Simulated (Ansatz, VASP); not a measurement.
TaBi: VASP beside Ansatz

The input INCAR:

```
ALGO     = Normal         # electronic algorithm
EDIFF    = 1E-6           # SCF threshold, eV
ENCUT    = 520            # plane-wave cutoff, eV
ISIF     = 2              # what is computed and relaxed
ISMEAR   = -1             # smearing method
LASPH    = True           # aspherical terms in the spheres
LCHARG   = False          # write CHGCAR
LREAL    = False          # projectors in reciprocal space
LWAVE    = False          # write WAVECAR
NBANDS   = 20             # bands
NELM     = 100            # most SCF steps
PREC     = Accurate       # precision mode
SIGMA    = 0.05           # smearing width, eV
```

The input KPOINTS:

```
k-points
0
Gamma
  11 11 11
```

POSCAR

```
TaBi
1.0
    2.9022477710      0.0000000000      0.0000000000
    0.0000000000      2.9022477710      0.0000000000
    0.0000000000      0.0000000000      2.9022477710
Ta Bi
1 1
Direct
    0.0000000000      0.0000000000      0.0000000000
    0.5000000000      0.5000000000      0.5000000000
```

Input for Ansatz:

```yaml
crystal:
  lattice:
    - [2.902247771, 0.0, 0.0]
    - [0.0, 2.902247771, 0.0]
    - [0.0, 0.0, 2.902247771]
  atoms:
    - { symbol: Ta, position: [0.0, 0.0, 0.0] }
    - { symbol: Bi, position: [0.5, 0.5, 0.5] }
kpoints:
  mp_grid: { grid: [11, 11, 11] }
scf:
  occupations: { method: fermi_dirac, width: 0.05 }
hamiltonian:
  xc: lda
  pseudopotentials: { kind: paw }
output:
  forces: true
  stress: true
  eigenvalues: true
  populations: true
  write_density: true
  write_potential: true
  elf: true
  volumetric_format: npy
```

Change from the starting cell: volume scaled by 0.6, PAW files.

Alike in both runs: task single point; functional LDA; k mesh 11 × 11 × 11; occupations fermi-dirac, width 0.05 eV; no spin polarisation.

|  | VASP | Ansatz |
| --- | --- | --- |
| version | VASP 6.6.1 | Ansatz 0.2.0 |
| potentials or method | VASP PAW LDA potentials, release 64 (Ta_pv, Bi_d) | PAW with Ansatz's default frozen-core files, scalar-relativistic |
| plane-wave cutoff (eV) | 520 | 420 |
| valence electrons in the cell | 26 | 28 |

|  | VASP | Ansatz | Ansatz less VASP |
| --- | --- | --- | --- |
| pressure (GPa) | 241.6 | 237.7 | -3.94 |

The two sets of potentials don't hold the same shells in valence.

Caveats: the cell as given lies far from equilibrium; so large a pressure means that the cell lies far from this level's equilibrium, or that cutoff or potentials fall short (VASP); spin-orbit coupling is left out, which moves the levels of the heavy elements.
